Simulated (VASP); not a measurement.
HfO₂ (fluorite), at 0.96 of the tabulated volume:

```xyz
3
Lattice="0.0000 2.5057 2.5057 2.5057 0.0000 2.5057 2.5057 2.5057 0.0000" Properties=species:S:1:pos:R:3 pbc="T T T"
Hf     0.0000     0.0000     0.0000
O      1.2528     1.2528     1.2528
O      3.7585     3.7585     3.7585
```

The highest filled band near X, direction along the valley's axis, from mBJ (TB09) with spin-orbit coupling in VASP (PAW); its two spin partners are averaged. The gap over the points computed is 5.81 eV, and the next band on that side lies 1.40 eV away at the edge.

Run with 520 eV cut-off, 9×9×9 Γ-centred mesh, Gaussian smearing of 0.050 eV, potentials Hf_pv O.

```json
[
 {"distance from the edge in k (1/Å)": "0.018", "distance in energy (meV)": "4.0"},
 {"distance from the edge in k (1/Å)": "0.025", "distance in energy (meV)": "7.6"},
 {"distance from the edge in k (1/Å)": "0.035", "distance in energy (meV)": "14.9"},
 {"distance from the edge in k (1/Å)": "0.050", "distance in energy (meV)": "30.4"},
 {"distance from the edge in k (1/Å)": "0.070", "distance in energy (meV)": "59.3"}
]
```

Problem. Fit E(1 + αE) = ħ²k²/2m* (ħ²/2m0 = 3.810 eV Å²) and predict the row at 0.095 1/Å.

Solution. The rows don't resolve α, so a parabola serves: the hole mass is m* = 0.314 m0, and so 109.4 meV. The run gave 107.8 meV, -1.6 meV from the fit.

Left out are points under 3 meV from the edge, since the levels carry 0.1 meV, and points farther than half the way to the next band.

The compound is HfO2 in the fluorite structure, the high-temperature cubic form, which is unstable at 0 K; the monoclinic form is the stable one. The cell was not relaxed at this level.
